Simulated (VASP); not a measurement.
# Ge3Pd (Pm-3m) in VASP: single point with PBE

Aim: the single point of Ge3Pd with PBE.

Everything below comes from runs of VASP 6.6.1. Logs are shortened: lines on timing, memory, paths and dates and some standing lists are left out, and cuts for length are marked.

## Step 1: The structure

The structure is cubic, space group Pm-3m (No. 221). The conventional cell has a = 4.142 Å, b = 4.142 Å, c = 4.142 Å, α = 90.00°, β = 90.00°, γ = 90.00°. Pd (site symmetry m-3m) is surrounded by 12 Ge at 2.93 Å. Ge (site symmetry 4/mmm) is surrounded by 4 Pd at 2.93 Å and 8 Ge at 2.93 Å.

The cell comes from a database or a generator and needn't be the stable form of this composition.

## Step 2: Single point, PBE

INCAR

```
PREC = Accurate ; ENCUT = 450
EDIFF = 1E-6 ; ISMEAR = 0
SIGMA = 0.02 ; LREAL = False
LASPH = True ; NELM = 100
ALGO = Normal ; ISIF = 2
LWAVE = False ; LCHARG = False
GGA = PE
```

KPOINTS

```
regular mesh
0
Gamma
  3 3 3
```

POSCAR

```
Ge3Pd
1.0
    4.1420230000      0.0000000000      0.0000000000
    0.0000000000      4.1420230000      0.0000000000
    0.0000000000      0.0000000000      4.1420230000
Pd Ge
1 3
Direct
    0.0000000000      0.0000000000      0.0000000000
    0.5000000000      0.5000000000      0.0000000000
    0.5000000000      0.0000000000      0.5000000000
    0.0000000000      0.5000000000      0.5000000000
```

Potentials or basis: VASP PAW PBE potentials, release 64 (Pd_GW, Ge_d_GW).

Launch:

```
> cat potpaw_PBE.64/Pd_GW/POTCAR potpaw_PBE.64/Ge_d_GW/POTCAR > POTCAR
> mpirun -np 1 vasp_std > vasp.out
```

OUTCAR:

```text
PREC = Accurate
   ENCUT = 450
   EDIFF = 1E-6
   ISMEAR = 0
   LREAL = False
   LASPH = True
   NELM = 100
   ISIF = 2
   GGA = PE

 ion  position               nearest neighbor table
   1  0.000  0.000  0.000-   2 2.93   3 2.93   4 2.93   3 2.93   4 2.93   2 2.93   4 2.93   4 2.93
                             2 2.93   3 2.93   3 2.93   2 2.93
   2  0.500  0.500  0.000-   1 2.93   3 2.93   4 2.93   3 2.93   4 2.93   1 2.93   3 2.93   3 2.93
                             1 2.93   4 2.93   4 2.93   1 2.93
   3  0.500  0.000  0.500-   1 2.93   2 2.93   4 2.93   1 2.93   2 2.93   2 2.93   4 2.93   2 2.93
                             1 2.93   4 2.93   1 2.93   4 2.93
   4  0.000  0.500  0.500-   1 2.93   2 2.93   3 2.93   1 2.93   2 2.93   1 2.93   3 2.93   1 2.93
                             2 2.93   3 2.93   2 2.93   3 2.93

  LATTYP: Found a simple cubic cell.
 ALAT       =     4.1420230000

  Lattice vectors:

 A1 = (   4.1420230000,   0.0000000000,   0.0000000000)
 A2 = (   0.0000000000,   4.1420230000,   0.0000000000)
 A3 = (   0.0000000000,   0.0000000000,   4.1420230000)

Analysis of symmetry for initial positions (statically):
=====================================================================
 Subroutine PRICEL returns:
 Original cell was already a primitive cell.

 Routine SETGRP: Setting up the symmetry group for a
 simple cubic supercell.

 Subroutine GETGRP returns: Found 48 space group operations
 (whereof 48 operations were pure point group operations)
 out of a pool of 48 trial point group operations.

The static configuration has the point symmetry O_h .

Analysis of symmetry for dynamics (positions and initial velocities):
=====================================================================
 Subroutine PRICEL returns:
 Original cell was already a primitive cell.

 Routine SETGRP: Setting up the symmetry group for a
 simple cubic supercell.

 Subroutine GETGRP returns: Found 48 space group operations
 (whereof 48 operations were pure point group operations)
 out of a pool of 48 trial point group operations.

The dynamic configuration has the point symmetry O_h .

 Subroutine INISYM returns: Found 48 space group operations
 (whereof 48 operations are pure point group operations),
 and found     1 'primitive' translations

----------------------------------------------------------------------------------------

                                     Primitive cell

  volume of cell :      71.0620

  direct lattice vectors                    reciprocal lattice vectors
     4.142023000  0.000000000  0.000000000     0.241427921  0.000000000  0.000000000
     0.000000000  4.142023000  0.000000000     0.000000000  0.241427921  0.000000000
     0.000000000  0.000000000  4.142023000     0.000000000  0.000000000  0.241427921

  length of vectors
     4.142023000  4.142023000  4.142023000     0.241427921  0.241427921  0.241427921

  position of ions in fractional coordinates (direct lattice)
     0.000000000  0.000000000  0.000000000
     0.500000000  0.500000000  0.000000000
     0.500000000  0.000000000  0.500000000
     0.000000000  0.500000000  0.500000000

  ion indices of the primitive-cell ions
   primitive index   ion index
                 1           1
                 2           2
                 3           3
                 4           4

----------------------------------------------------------------------------------------

 KPOINTS: regular mesh

Automatic generation of k-mesh.
 Grid dimensions read from file:
 generate k-points for:    3    3    3

 Generating k-lattice:

  Cartesian coordinates                     Fractional coordinates (reciprocal lattice)
     0.080475974  0.000000000  0.000000000     0.333333333  0.000000000  0.000000000
     0.000000000  0.080475974  0.000000000     0.000000000  0.333333333  0.000000000
     0.000000000  0.000000000  0.080475974     0.000000000  0.000000000  0.333333333

  Length of vectors
     0.080475974  0.080475974  0.080475974

  Shift w.r.t. Gamma in fractional coordinates (k-lattice)
     0.000000000  0.000000000  0.000000000

 Subroutine IBZKPT returns following result:
 ===========================================

 Found      4 irreducible k-points:

 Following reciprocal coordinates:
            Coordinates               Weight
  0.000000  0.000000  0.000000      1.000000
  0.333333  0.000000  0.000000      6.000000
  0.333333  0.333333  0.000000     12.000000
  0.333333  0.333333  0.333333      8.000000
   k-points           NKPTS =      4   k-points in BZ     NKDIM =      4   number of bands    NBANDS=     31
   number of dos      NEDOS =    301   number of ions     NIONS =      4
   total plane-waves  NPLWV =  27000
   dimension x,y,z NGX =    30 NGY =   30 NGZ =   30
   dimension x,y,z NGXF=    60 NGYF=   60 NGZF=   60
   ions per type =               1   3
   NGX,Y,Z   is equivalent  to a cutoff of  12.04, 12.04, 12.04 a.u.
   NGXF,Y,Z  is equivalent  to a cutoff of  24.08, 24.08, 24.08 a.u.
 SYSTEM =  unknown system
   PREC   = accura    normal or accurate (medium, high low for compatibility)
   ISTART =      0    job   : 0-new  1-cont  2-samecut
   ICHARG =      2    charge: 1-file 2-atom 10-const
   ISPIN  =      1    spin polarized calculation?
   LNONCOLLINEAR =      F non collinear calculations
   LSORBIT =      F    spin-orbit coupling
   LASPH  =      T    aspherical Exc in radial PAW
   ENCUT  =  450.0 eV  33.07 Ry    5.75 a.u.   7.16  7.16  7.16*2*pi/ulx,y,z
   NELM   =    100;   NELMIN=  2; NELMDL= -5     # of ELM steps
   EDIFF  = 0.1E-05   stopping-criterion for ELM
   LREAL  =      F    real-space projection
   EDIFFG = 0.1E-04   stopping-criterion for IOM
   NSW    =      0    number of steps for IOM
   IBRION =     -1    ionic relax: 0-MD 1-quasi-New 2-CG
   NFREE  =      0    steps in history (QN), initial steepest desc. (CG)
   ISIF   =      2    stress and relaxation
   ISYM   =      2    0-nonsym 1-usesym 2-fastsym
   POTIM  = 0.5000    time-step for ionic-motion
   TEBEG  =    0.0;   TEEND  =   0.0 temperature during run
   PSTRESS=    0.0 pullay stress
   NELECT =      52.0000    total number of electrons
   NUPDOWN=      -1.0000    fix difference up-down
   EMIN   =  10.00;   EMAX   =-10.00  energy-range for DOS
   EFERMI =   0.00;   METHOD = LEGACY
   ISMEAR =     0;   SIGMA  =   0.02  broadening in eV -4-tet -1-fermi 0-gaus
   EFERMI_NEDOS =   21; number of points for ismear=-14 and -15
   IALGO  =     38    algorithm
   IMIX   =      4    mixing-type and parameters
     AMIX     =   0.40;   BMIX     =  1.00
     AMIX_MAG =   1.60;   BMIX_MAG =  1.00
  volume/ion in A,a.u.               =      17.77       119.89
  Fermi-wavevector in a.u.,A,eV,Ry     =   1.475243  2.787804 29.610913  2.176341
  Thomas-Fermi vector in A             =   2.589916
   LORBIT       =      0    0 simple, 1 ext, 2 COOP (PROOUT), +10 PAW based schemes
   GGA     = PE    functional components
   LHFCALC =     F    Hartree Fock is set to
   AEXX    =    0.0000 exact exchange contribution
   IVDW    =     0    specifies the selected vdW correction
   LEPSILON=     F    determine dielectric tensor
   LRPA    =     F    only Hartree local field effects (RPA)
 non-spin polarized calculation
 Gauss-broadening in eV      SIGMA  =   0.02
  energy-cutoff  :      450.00
  volume of cell :       71.06
 maximum number of plane-waves:      1562
 NGX is ok and might be reduce to    30
   NGX = 15   NGY = 15   NGZ = 15

 number of electron      52.0000121 magnetization

 Free energy of the ion-electron system (eV)
  ---------------------------------------------------
  ext. energy  EPLUGINS =         0.00000000
  ---------------------------------------------------
  free energy    TOTEN  =       -18.53148488 eV

  energy without entropy =      -18.52691414  energy(sigma->0) =      -18.52919951

 E-fermi :   4.7306     XC(G=0): -11.7328

 val. band max:        4.6553262745   @ k =   0.3333   0.0000   0.0000
 cond. band min:       4.7367101019   @ k =   0.3333   0.3333   0.0000
 fundamental gap:      0.0813838274
 Fermi energy:         4.7306186990

 k-point     1 :       0.0000    0.0000    0.0000
  band No.  band energies     occupation
      1     -19.7017      2.00000
      2     -19.7017      2.00000
      3     -19.7017      2.00000
      4     -19.6840      2.00000
      5     -19.6492      2.00000
      6     -19.6492      2.00000
[... 23 lines left out ...]
     30       8.0830      0.00000
     31      10.7458      0.00000

 k-point     2 :       0.3333    0.0000    0.0000
  band No.  band energies     occupation
      1     -19.6963      2.00000
      2     -19.6626      2.00000
      3     -19.6626      2.00000
      4     -19.6601      2.00000
      5     -19.6453      2.00000
      6     -19.6276      2.00000
[... 23 lines left out ...]
     30       7.8520      0.00000
     31       9.7267      0.00000

 k-point     3 :       0.3333    0.3333    0.0000
  band No.  band energies     occupation
      1     -19.6668      2.00000
      2     -19.6660      2.00000
      3     -19.6497      2.00000
      4     -19.6430      2.00000
      5     -19.6350      2.00000
      6     -19.6260      2.00000
[... 23 lines left out ...]
     30       7.8476      0.00000
     31       9.4233      0.00000

 k-point     4 :       0.3333    0.3333    0.3333
  band No.  band energies     occupation
      1     -19.6688      2.00000
      2     -19.6599      2.00000
      3     -19.6599      2.00000
      4     -19.6447      2.00000
      5     -19.6353      2.00000
      6     -19.6353      2.00000
[... 23 lines left out ...]
     30       9.4030      0.00000
     31      10.8347      0.00000

------------------------ aborting loop because EDIFF is reached ----------------------------------------

  FORCE on cell =-STRESS in cart. coord.  units (eV):
  Direction    XX          YY          ZZ          XY          YZ          ZX
  --------------------------------------------------------------------------------------
  -------------------------------------------------------------------------------------
  Total        0.3376384      0.3376384      0.3376384     -0.0000000      0.0000000     -0.0000000
  in kB        7.6124585      7.6124585      7.6124585     -0.0000000      0.0000000     -0.0000000
  external PRESSURE =       7.6124585 kB  Pullay stress =       0.0000000 kB

 VOLUME and BASIS-vectors are now :
 -----------------------------------------------------------------------------
  energy-cutoff  :      450.00
  volume of cell :       71.06
      direct lattice vectors                 reciprocal lattice vectors
     4.142023000  0.000000000  0.000000000     0.241427921  0.000000000  0.000000000
     0.000000000  4.142023000  0.000000000     0.000000000  0.241427921  0.000000000
     0.000000000  0.000000000  4.142023000     0.000000000  0.000000000  0.241427921

 POSITION                                       TOTAL-FORCE (eV/Angst)
 -----------------------------------------------------------------------------------
      0.00000      0.00000      0.00000         0.000000      0.000000      0.000000
      2.07101      2.07101      0.00000         0.000000      0.000000      0.000000
      2.07101      0.00000      2.07101         0.000000      0.000000      0.000000
      0.00000      2.07101      2.07101         0.000000      0.000000      0.000000
 -----------------------------------------------------------------------------------
    total drift:                                0.000000      0.000000     -0.000000

  FREE ENERGIE OF THE ION-ELECTRON SYSTEM (eV)
  ---------------------------------------------------
  free  energy   TOTEN  =       -18.5314848758 eV

  energy  without entropy=      -18.5269141385  energy(sigma->0) =      -18.52919951
```

It took 8.4 s on 1 thread of Intel Xeon 6975P-C (Granite Rapids), shared host; peak memory 0.17 GiB.

Results:

```yaml
Free_energy: -18.5315 eV
Pressure: 0.8 GPa
Band_gap_on_the_k_mesh: none (metal or under the smearing width)
```

Caveat: the k mesh is coarse (spacing up to 0.51 Å⁻¹), so the values aren't converged; the cutoff is under 1.25 times the usual one of these potentials, so pressure, stress and relaxed cells hold a basis-set (Pulay) error.

## Step 3: For comparison

An earlier run on the cell as given: functional PBEsol; potentials or basis VASP PAW PBE potentials, release 64 (Pd, Ge_d); cutoff 520 eV; k mesh 7 × 7 × 7; occupations fermi-dirac, width 0.05 eV; no spin polarisation.

- Pressure: -4.7 GPa
- Band gap on the k mesh: none (metal or under the smearing width)
